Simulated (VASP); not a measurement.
Level of theory: PBEsol GGA, VASP's PBE PAW potentials (set 64) (plane waves; VASP).

VASP ran on this input.

File KPOINTS:
```
Automatic mesh
0
Gamma
9 9 9
0 0 0
```

### INCAR
```
# general
SYSTEM = MgS
PREC   = Accurate
ENCUT  = 500
LREAL  = .FALSE.
LASPH  = .TRUE.

# electronic loop
EDIFF  = 1E-6
NELM   = 100
ALGO   = Normal

# smearing
ISMEAR = 0
SIGMA  = 0.05

# functional
GGA    = PS

# ions
IBRION = 2
NSW    = 40
ISIF   = 3
EDIFFG = -0.02

# output
LWAVE  = .FALSE.
LCHARG = .FALSE.
```

POSCAR:
```
MgS
1
    0.0000000000     2.5890714753     2.5890714753
    2.5890714753     0.0000000000     2.5890714753
    2.5890714753     2.5890714753     0.0000000000
Mg S
1 1
Direct
  0.0000000000   0.0000000000   0.0000000000
  0.5000000000   0.5000000000   0.5000000000
```

POTCAR, in this order: Mg S (PBE.64 set). Program: vasp_std.

Q: Predict the energy per atom (σ→0).

A: 
```yaml
energy per atom (σ→0): -4.538 eV/atom
```

File OSZICAR:
```
...
DAV:   6    -0.911910641787E+01    0.32173E+00   -0.80982E-01   576   0.441E+00    0.315E+00
DAV:   7    -0.907774655887E+01    0.41360E-01   -0.20076E-01   728   0.232E+00    0.197E+00
DAV:   8    -0.907518590091E+01    0.25607E-02   -0.88467E-03   648   0.756E-01    0.694E-01
DAV:   9    -0.907506591097E+01    0.11999E-03   -0.37898E-04   688   0.153E-01    0.239E-01
DAV:  10    -0.907506926644E+01   -0.33555E-05   -0.47093E-05   760   0.426E-02    0.521E-02
DAV:  11    -0.907507085909E+01   -0.15927E-05   -0.80736E-07   680   0.789E-03    0.137E-02
DAV:  12    -0.907507070206E+01    0.15703E-06   -0.47766E-08   328   0.140E-03
   1 F= -.90750707E+01 E0= -.90750707E+01  d E =-.907507E+01
```

The compound is MgS in the rock salt structure. It was relaxed first.
